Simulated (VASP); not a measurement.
# PmS (P-6m2) in VASP: further runs

Runs on PmS. Level: r2SCAN+U. Tasks: single point.

Everything below comes from runs of VASP 6.6.1. Logs are shortened: lines on timing, memory, paths and dates and some standing lists are left out, and cuts for length are marked.

## 1. Starting point

It takes space group P-6m2 (No. 187, hexagonal). Conventional cell: a = 3.755 Å, b = 3.755 Å, c = 3.665 Å, α = 90.00°, β = 90.00°, γ = 120.00°. Around Pm (site symmetry -6m2) lie 6 S at 2.84 Å. S (site symmetry -6m2) is surrounded by 6 Pm at 2.84 Å.

The cell comes from a database or a generator and needn't be the stable form of this composition.

## 2. Single point, r2SCAN+U, collinear spin, ferromagnetic start

INCAR

```
SYSTEM = PmS
PREC = Accurate
ENCUT = 520
EDIFF = 1E-6
ISMEAR = 0
SIGMA = 0.05
LREAL = .FALSE.
LASPH = .TRUE.
NELM = 150
ALGO = Normal
ISIF = 2
LWAVE = .FALSE.
LCHARG = .FALSE.
ISPIN = 2
MAGMOM = 4 0
LORBIT = 11
LMAXMIX = 6
LDAU = .TRUE.
LDAUTYPE = 2
LDAUL = 3 -1
LDAUU = 7 0
LDAUJ = 0 0
LDAUPRINT = 1
METAGGA = R2SCAN
LMIXTAU = .TRUE.
NBANDS = 22
```

KPOINTS

```
regular mesh
0
G
  6 6 5
  0 0 0
```

POSCAR

```
PmS
1.0
    3.7551346500      0.0000000000      0.0000000000
   -1.8775673200      3.2520420000      0.0000000000
    0.0000000000      0.0000000000      3.6648253700
Pm S
1 1
Direct
    0.0000000000      0.0000000000      0.0000000000
    0.6666666667      0.3333333333      0.5000000000
```

Potentials or basis: VASP PAW PBE potentials, release 64 (Pm, S).

Run with:

```sh
$ cat potpaw_PBE.64/Pm/POTCAR potpaw_PBE.64/S/POTCAR > POTCAR
$ mpirun -np 1 vasp_std > vasp.out
```

OUTCAR:

```text
SYSTEM = PmS
   PREC = Accurate
   ENCUT = 520
   EDIFF = 1E-6
   ISMEAR = 0
   LREAL = .FALSE.
   LASPH = .TRUE.
   NELM = 150
   ISIF = 2
   ISPIN = 2
   LORBIT = 11
   METAGGA = R2SCAN

 ion  position               nearest neighbor table
   1  0.000  0.000  0.000-   2 2.84   2 2.84   2 2.84   2 2.84   2 2.84   2 2.84
   2  0.667  0.333  0.500-   1 2.84   1 2.84   1 2.84   1 2.84   1 2.84   1 2.84

  LATTYP: Found a hexagonal cell.
 ALAT       =     3.7551346500
 C/A-ratio  =     0.9759504549

  Lattice vectors:

 A1 = (   3.7551346500,   0.0000000000,   0.0000000000)
 A2 = (  -1.8775673200,   3.2520420000,   0.0000000000)
 A3 = (   0.0000000000,   0.0000000000,   3.6648253700)

Analysis of symmetry for initial positions (statically):
=====================================================================
 Subroutine PRICEL returns:
 Original cell was already a primitive cell.

 Routine SETGRP: Setting up the symmetry group for a
 hexagonal supercell.

 Subroutine GETGRP returns: Found 12 space group operations
 (whereof 12 operations were pure point group operations)
 out of a pool of 24 trial point group operations.

The static configuration has the point symmetry D_3h.

Analysis of symmetry for dynamics (positions and initial velocities):
=====================================================================
 Subroutine PRICEL returns:
 Original cell was already a primitive cell.

 Routine SETGRP: Setting up the symmetry group for a
 hexagonal supercell.

 Subroutine GETGRP returns: Found 12 space group operations
 (whereof 12 operations were pure point group operations)
 out of a pool of 24 trial point group operations.

The dynamic configuration has the point symmetry D_3h.

Analysis of structural, dynamic, and magnetic symmetry:
=====================================================================
 Subroutine PRICEL returns:
 Original cell was already a primitive cell.

 Routine SETGRP: Setting up the symmetry group for a
 hexagonal supercell.

 Subroutine GETGRP returns: Found 12 space group operations
 (whereof 12 operations were pure point group operations)
 out of a pool of 24 trial point group operations.

The overall configuration has the point symmetry D_3h.

 Subroutine INISYM returns: Found 12 space group operations
 (whereof 12 operations are pure point group operations),
 and found     1 'primitive' translations

----------------------------------------------------------------------------------------

                                     Primitive cell

  volume of cell :      44.7543

  direct lattice vectors                    reciprocal lattice vectors
     3.755134650  0.000000000  0.000000000     0.266302035  0.153749551  0.000000000
[... 122 lines left out ...]
 NGX is ok and might be reduce to    28
   NGX = 13   NGY = 13   NGZ = 13

atom =   1  type =  1  l = 3

 onsite density matrix

spin component  1

  0.0105 -0.0000 -0.0000 -0.0000 -0.0000  0.0000 -0.0000
 -0.0000  0.9865  0.0000 -0.0000  0.0000 -0.0000 -0.0000
 -0.0000  0.0000  0.0110  0.0000  0.0000 -0.0000  0.0000
 -0.0000 -0.0000  0.0000  0.9846  0.0000 -0.0000 -0.0000
 -0.0000  0.0000  0.0000  0.0000  0.0110 -0.0000 -0.0000
  0.0000 -0.0000 -0.0000 -0.0000 -0.0000  0.9865  0.0000
 -0.0000 -0.0000  0.0000 -0.0000 -0.0000  0.0000  0.9834

spin component  2

  0.0017  0.0000 -0.0000 -0.0000 -0.0000  0.0000  0.0000
  0.0000  0.0043 -0.0000 -0.0000  0.0000  0.0000  0.0000
 -0.0000 -0.0000  0.0032 -0.0000  0.0000  0.0000  0.0000
 -0.0000 -0.0000 -0.0000  0.0019 -0.0000 -0.0000  0.0000
 -0.0000  0.0000  0.0000 -0.0000  0.0032 -0.0000 -0.0000
  0.0000  0.0000  0.0000 -0.0000 -0.0000  0.0043 -0.0000
  0.0000  0.0000  0.0000  0.0000 -0.0000 -0.0000  0.0010

 occupancies and eigenvectors

  o =  0.0010  v =  0.0000  0.0000  0.0000  0.0000  0.0000  0.0000  0.0000  0.0000  0.0000  0.0000  0.0000 -0.0000 -0.0000 -1.0000      0.0000  0.0000  0.0000  0.0000  0.0000  0.0000  0.0000  0.0000  0.0000  0.0000  0.0000  0.0000  0.0000  0.0000
  o =  0.0017  v =  0.0000  0.0000  0.0000  0.0000  0.0000  0.0000  0.0000  1.0000 -0.0000  0.0000 -0.0000  0.0000 -0.0000  0.0000      0.0000  0.0000  0.0000  0.0000  0.0000  0.0000  0.0000  0.0000  0.0000  0.0000  0.0000  0.0000  0.0000  0.0000
  o =  0.0019  v =  0.0000  0.0000  0.0000  0.0000  0.0000  0.0000  0.0000  0.0000  0.0000 -0.0000  1.0000  0.0000  0.0000  0.0000      0.0000  0.0000  0.0000  0.0000  0.0000  0.0000  0.0000  0.0000  0.0000  0.0000  0.0000  0.0000  0.0000  0.0000
  o =  0.0032  v =  0.0000  0.0000  0.0000  0.0000  0.0000  0.0000  0.0000  0.0000 -0.0000  0.8040  0.0000 -0.5946 -0.0000  0.0000      0.0000  0.0000  0.0000  0.0000  0.0000  0.0000  0.0000  0.0000  0.0000  0.0000  0.0000  0.0000  0.0000  0.0000
  o =  0.0032  v =  0.0000  0.0000  0.0000  0.0000  0.0000  0.0000  0.0000  0.0000 -0.0000 -0.5946 -0.0000 -0.8040  0.0000 -0.0000      0.0000  0.0000  0.0000  0.0000  0.0000  0.0000  0.0000  0.0000  0.0000  0.0000  0.0000  0.0000  0.0000  0.0000
  o =  0.0043  v =  0.0000  0.0000  0.0000  0.0000  0.0000  0.0000  0.0000 -0.0000 -1.0000 -0.0000  0.0000  0.0000  0.0002 -0.0000      0.0000  0.0000  0.0000  0.0000  0.0000  0.0000  0.0000  0.0000  0.0000  0.0000  0.0000  0.0000  0.0000  0.0000
  o =  0.0043  v =  0.0000  0.0000  0.0000  0.0000  0.0000  0.0000  0.0000 -0.0000 -0.0002  0.0000  0.0000 -0.0000 -1.0000  0.0000      0.0000  0.0000  0.0000  0.0000  0.0000  0.0000  0.0000  0.0000  0.0000  0.0000  0.0000  0.0000  0.0000  0.0000
  o =  0.0105  v =  1.0000  0.0000  0.0000 -0.0000  0.0000 -0.0000  0.0000  0.0000  0.0000  0.0000  0.0000  0.0000  0.0000  0.0000      0.0000  0.0000  0.0000  0.0000  0.0000  0.0000  0.0000  0.0000  0.0000  0.0000  0.0000  0.0000  0.0000  0.0000
  o =  0.0110  v = -0.0000 -0.0000 -0.8040 -0.0000  0.5946  0.0000  0.0000  0.0000  0.0000  0.0000  0.0000  0.0000  0.0000  0.0000      0.0000  0.0000  0.0000  0.0000  0.0000  0.0000  0.0000  0.0000  0.0000  0.0000  0.0000  0.0000  0.0000  0.0000
  o =  0.0110  v = -0.0000  0.0000  0.5946  0.0000  0.8040 -0.0000 -0.0000  0.0000  0.0000  0.0000  0.0000  0.0000  0.0000  0.0000      0.0000  0.0000  0.0000  0.0000  0.0000  0.0000  0.0000  0.0000  0.0000  0.0000  0.0000  0.0000  0.0000  0.0000
  o =  0.9834  v =  0.0000 -0.0000 -0.0000 -0.0000  0.0000  0.0000 -1.0000  0.0000  0.0000  0.0000  0.0000  0.0000  0.0000  0.0000      0.0000  0.0000  0.0000  0.0000  0.0000  0.0000  0.0000  0.0000  0.0000  0.0000  0.0000  0.0000  0.0000  0.0000
  o =  0.9846  v = -0.0000  0.0000  0.0000  1.0000 -0.0000  0.0000 -0.0000  0.0000  0.0000  0.0000  0.0000  0.0000  0.0000  0.0000      0.0000  0.0000  0.0000  0.0000  0.0000  0.0000  0.0000  0.0000  0.0000  0.0000  0.0000  0.0000  0.0000  0.0000
  o =  0.9865  v = -0.0000  0.2065 -0.0000  0.0000  0.0000 -0.9785 -0.0000  0.0000  0.0000  0.0000  0.0000  0.0000  0.0000  0.0000      0.0000  0.0000  0.0000  0.0000  0.0000  0.0000  0.0000  0.0000  0.0000  0.0000  0.0000  0.0000  0.0000  0.0000
  o =  0.9865  v = -0.0000  0.9785 -0.0000 -0.0000  0.0000  0.2065 -0.0000  0.0000  0.0000  0.0000  0.0000  0.0000  0.0000  0.0000      0.0000  0.0000  0.0000  0.0000  0.0000  0.0000  0.0000  0.0000  0.0000  0.0000  0.0000  0.0000  0.0000  0.0000

 number of electron      21.0000001 magnetization       4.8702856

 Free energy of the ion-electron system (eV)
  ---------------------------------------------------
  ext. energy  EPLUGINS =         0.00000000
  ---------------------------------------------------
  free energy    TOTEN  =       -46.35373023 eV

  energy without entropy =      -46.35310009  energy(sigma->0) =      -46.35341516

 E-fermi :   7.9140     XC(G=0): -11.1988

 val. band max:        7.8463745782   @ k =   0.5000   0.0000   0.4000
 cond. band min:       7.9343627343   @ k =   0.3333   0.0000   0.0000
 fundamental gap:      0.0879881561
 Fermi energy:         7.9139730422

 spin component 1

 k-point     1 :       0.0000    0.0000    0.0000
  band No.  band energies     occupation
      1     -33.6592      1.00000
      2     -13.1862      1.00000
      3     -13.0123      1.00000
      4     -13.0123      1.00000
      5      -6.8776      1.00000
      6      -0.1065      1.00000
[... 514 lines left out ...]
     21      13.8990      0.00000
     22      15.7027      0.00000
 Fermi energy:         7.9139730422

 spin component 2

 k-point     1 :       0.0000    0.0000    0.0000
  band No.  band energies     occupation
      1     -31.3872      1.00000
      2     -11.6470      1.00000
      3     -11.3021      1.00000
      4     -11.3021      1.00000
      5      -6.7982      1.00000
      6       4.5462      1.00000
[... 514 lines left out ...]
     21      15.3033      0.00000
     22      16.7471      0.00000

------------------------ aborting loop because EDIFF is reached ----------------------------------------

  FORCE on cell =-STRESS in cart. coord.  units (eV):
  Direction    XX          YY          ZZ          XY          YZ          ZX
  --------------------------------------------------------------------------------------
  -------------------------------------------------------------------------------------
  Total        1.8639911      1.8639911      2.4822562      0.0000000      0.0000000      0.0000000
  in kB       66.7297453     66.7297453     88.8632582      0.0000001      0.0000000      0.0000000
  external PRESSURE =      74.1075830 kB  Pullay stress =       0.0000000 kB

 VOLUME and BASIS-vectors are now :
 -----------------------------------------------------------------------------
  energy-cutoff  :      520.00
  volume of cell :       44.75
      direct lattice vectors                 reciprocal lattice vectors
     3.755134650  0.000000000  0.000000000     0.266302035  0.153749551  0.000000000
    -1.877567320  3.252042000  0.000000000     0.000000000  0.307499104  0.000000000
     0.000000000  0.000000000  3.664825370     0.000000000  0.000000000  0.272864297

 POSITION                                       TOTAL-FORCE (eV/Angst)
 -----------------------------------------------------------------------------------
      0.00000      0.00000      0.00000        -0.000000      0.000000      0.000000
      1.87757      1.08401      1.83241         0.000000      0.000000      0.000000
 -----------------------------------------------------------------------------------
    total drift:                               -0.000000      0.000000      0.000000

  FREE ENERGIE OF THE ION-ELECTRON SYSTEM (eV)
  ---------------------------------------------------
  free  energy   TOTEN  =       -46.3537302300 eV

  energy  without entropy=      -46.3531000938  energy(sigma->0) =      -46.35341516

 total charge

# of ion       s       p       d       f       tot
--------------------------------------------------
    1        2.015   5.596   0.668   3.990  12.269
    2        1.310   2.507   0.000   0.000   3.817
--------------------------------------------------
tot          3.325   8.103   0.668   3.990  16.086

 magnetization (x)

# of ion       s       p       d       f       tot
--------------------------------------------------
    1       -0.017   0.028   0.301   3.951   4.263
    2       -0.005  -0.050   0.000   0.000  -0.055
--------------------------------------------------
tot         -0.023  -0.022   0.301   3.951   4.208
```

Run time: 2.6 min. Hardware: 1 thread of Intel Xeon 6975P-C (Granite Rapids), shared host; peak memory 0.21 GiB.

Results:

```
Free energy                                           : -46.3537 eV
Pressure                                              : 7.4 GPa
Band gap on the k mesh                                : none (metal or under the smearing width)
Net moment                                            : 4.87 μB per cell
Site moments                                          : Pm +4.26; S -0.06 μB
Valence electrons inside the program's atomic spheres : Pm 12.27; S 3.82
```

Stress tensor (GPa, compression positive):
```
6.67 0.00 0.00
0.00 6.67 0.00
0.00 0.00 8.89
```

Eigenvalues of the final occupation matrices:
```
    site  spin  trace                         eigenvalues
site 1 f     1   3.97  0.01 0.01 0.01 0.98 0.98 0.99 0.99
site 1 f     2   0.02  0.00 0.00 0.00 0.00 0.00 0.00 0.00
```

Caveat: the magnetic or orbital state may not be the lowest; the PAW data sets were made with another functional, which shifts forces and pressure a little; spin-orbit coupling is left out, which moves the levels of the heavy elements. The state reached can hang on the start; a lower one may exist.

## 3. Single point, r2SCAN+U, collinear spin, zero start

INCAR

```
SYSTEM = PmS
PREC     = Accurate       ! precision mode
ENCUT    = 520            ! plane-wave cutoff, eV
EDIFF    = 1E-7           ! SCF threshold, eV
ISMEAR   = 0              ! smearing method
SIGMA    = 0.05           ! smearing width, eV
LREAL    = .False.        ! projectors in reciprocal space
LASPH    = .True.         ! aspherical terms in the spheres
NELM     = 150            ! most SCF steps
ALGO     = Normal         ! electronic algorithm
ISIF     = 2              ! what is computed and relaxed
LWAVE    = .False.        ! write WAVECAR
LCHARG   = .False.        ! write CHGCAR
ISPIN    = 2              ! spin polarisation
MAGMOM   = 0 0            ! initial moments
LORBIT   = 11             ! projections on sites
LMAXMIX  = 6              ! l up to which the mixer works
LDAU     = .True.         ! DFT+U
LDAUTYPE = 2            
LDAUL    = 3 -1           ! shell
LDAUU    = 7 0            ! U, eV
LDAUJ    = 0 0          
LDAUPRINT= 1            
METAGGA  = R2SCAN         ! meta-GGA
LMIXTAU  = .True.
```

KPOINTS

```
regular mesh
0
Gamma
  6 6 5
  0 0 0
```

POSCAR is that of step 2.

Potentials or basis: VASP PAW PBE potentials, release 64 (Pm, S).

Run with:

```sh
$ cat potpaw_PBE.64/Pm/POTCAR potpaw_PBE.64/S/POTCAR > POTCAR
$ mpirun -np 1 vasp_std > vasp.out
```

Run time: 99 s. Hardware: 1 thread of Intel Xeon 6975P-C (Granite Rapids), shared host; peak memory 0.2 GiB.

It converged, with:

```yaml
Free_energy: -45.7084 eV
Pressure: 16.9 GPa
Net_moment: -5.00 μB per cell
Site_moments: Pm -4.88; S +0.07 μB
Valence_electrons_inside_the_program's_atomic_spheres: Pm 12.79; S 3.87
```

Stress tensor (GPa, compression positive):
```
17.91  0.00  0.00
 0.00 17.91  0.00
 0.00  0.00 14.87
```

Levels at points of the mesh, in eV from the Fermi level:
Spin up:
```tsv
k point	band 4	band 5	band 6	band 7	band 8	band 9	band 10	band 11	band 12	band 13
(0.00, 0.00, 0.00)	-16.17	-13.95	-2.61	-2.61	-1.89	0.28	3.23	5.44	5.44	6.64
(0.50, 0.00, 0.00)	-15.96	-12.41	-4.80	-3.12	-2.17	0.56	5.37	6.11	6.15	6.40
```
Spin down:
```
           k point  band 11  band 12  band 13  band 14
(0.00, 0.00, 0.00)    -1.04    -0.46    -0.46    -0.22
(0.50, 0.00, 0.00)    -0.61    -0.32    -0.25     0.09
```

Eigenvalues of the final occupation matrices:
| site | spin | trace | eigenvalues |
| --- | --- | --- | --- |
| site 1 f | 1 | 0.01 | 0.00 0.00 0.00 0.00 0.00 0.00 0.00 |
| site 1 f | 2 | 4.88 | 0.00 0.00 0.97 0.97 0.97 0.97 0.98 |

Caveat: the magnetic or orbital state may not be the lowest; the bands computed are all filled at some k points, so no gap is given; the PAW data sets were made with another functional, which shifts forces and pressure a little; spin-orbit coupling is left out, which moves the levels of the heavy elements.
